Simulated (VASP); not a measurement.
Output of a VASP run:

**OSZICAR**
```
       N       E                     dE             d eps       ncg     rms          rms(c)
DAV:   1     0.932213919138E+02    0.93221E+02   -0.70582E+03   416   0.972E+02
DAV:   2    -0.761395917791E-01   -0.93298E+02   -0.88116E+02   456   0.240E+02
DAV:   3    -0.374746258652E+01   -0.36713E+01   -0.36587E+01   516   0.517E+01
DAV:   4    -0.378397171333E+01   -0.36509E-01   -0.36506E-01   579   0.461E+00
DAV:   5    -0.378406435759E+01   -0.92644E-04   -0.92644E-04   501   0.221E-01    0.801E+00
DAV:   6    -0.357781796265E+01    0.20625E+00   -0.50351E-01   476   0.105E+01    0.628E+00
DAV:   7    -0.357055514876E+01    0.72628E-02   -0.11741E-01   466   0.272E+00    0.225E+00
DAV:   8    -0.356969106513E+01    0.86408E-03   -0.12645E-02   436   0.152E+00    0.625E-01
DAV:   9    -0.356973146807E+01   -0.40403E-04   -0.87386E-04   481   0.376E-01    0.154E-01
DAV:  10    -0.356976179495E+01   -0.30327E-04   -0.99752E-05   480   0.992E-02    0.548E-02
DAV:  11    -0.356977870424E+01   -0.16909E-04   -0.48253E-05   446   0.641E-02    0.462E-02
DAV:  12    -0.356977616482E+01    0.25394E-05   -0.61397E-06   486   0.274E-02    0.224E-02
DAV:  13    -0.356977595744E+01    0.20738E-06   -0.71670E-07   293   0.513E-03
   1 F= -.35697760E+01 E0= -.35695974E+01  d E =-.357089E-03
```

**OUTCAR**
```
------------------------ aborting loop because EDIFF is reached ----------------------------------------
  FORCE on cell =-STRESS in cart. coord.  units (eV):
  Direction    XX          YY          ZZ          XY          YZ          ZX
  --------------------------------------------------------------------------------------
  Total        1.6283622      1.6283622      1.6283622      0.0000000     -0.0000000      0.0000000
  in kB       38.7100766     38.7100766     38.7100766      0.0000000     -0.0000000      0.0000000
  external PRESSURE =      38.7100766 kB  Pullay stress =       0.0000000 kB
  volume of cell :       67.40
      direct lattice vectors                 reciprocal lattice vectors
     0.000000000  3.230000000  3.230000000    -0.154798762  0.154798762  0.154798762
     3.230000000  0.000000000  3.230000000     0.154798762 -0.154798762  0.154798762
     3.230000000  3.230000000  0.000000000     0.154798762  0.154798762 -0.154798762
 POSITION                                       TOTAL-FORCE (eV/Angst)
 -----------------------------------------------------------------------------------
      0.00000      0.00000      0.00000         0.000000      0.000000      0.000000
      1.61500      1.61500      1.61500        -0.000000     -0.000000     -0.000000
 -----------------------------------------------------------------------------------
    total drift:                                0.000000      0.000000      0.000000
  FREE ENERGIE OF THE ION-ELECTRON SYSTEM (eV)
  ---------------------------------------------------
  free  energy   TOTEN  =        -3.5697759574 eV

  energy  without entropy=       -3.5694188687  energy(sigma->0) =       -3.56959741
```
(Selected blocks of OUTCAR.)

**POSCAR**
```
HgTe
1
    0.0000000000     3.2300000000     3.2300000000
    3.2300000000     0.0000000000     3.2300000000
    3.2300000000     3.2300000000     0.0000000000
Hg Te
1 1
Direct
  0.0000000000   0.0000000000   0.0000000000
  0.2500000000   0.2500000000   0.2500000000
```

**Question.** Reconstruct the remaining input files.

**Answer.** One answer among several that fit: the input of the run itself, PBE GGA, plane waves, VASP's PBE PAW potentials (set 64).

**INCAR**
```
ALGO = Normal
EDIFF = 1E-6
ENCUT = 400
GGA = PE
ISIF = 2
ISMEAR = 0
LASPH = .TRUE.
LCHARG = .FALSE.
LMAXMIX = 6
LREAL = .FALSE.
LWAVE = .FALSE.
NELM = 100
PREC = Accurate
SIGMA = 0.05
SYSTEM = HgTe
```

**KPOINTS**
```
K-points
0
Gamma
6 6 6
0 0 0
```

POTCAR, in this order: Hg Te (PBE.64 set). Program: vasp_std.

The compound is HgTe in the zinc blende structure. The cell was not relaxed at this level.
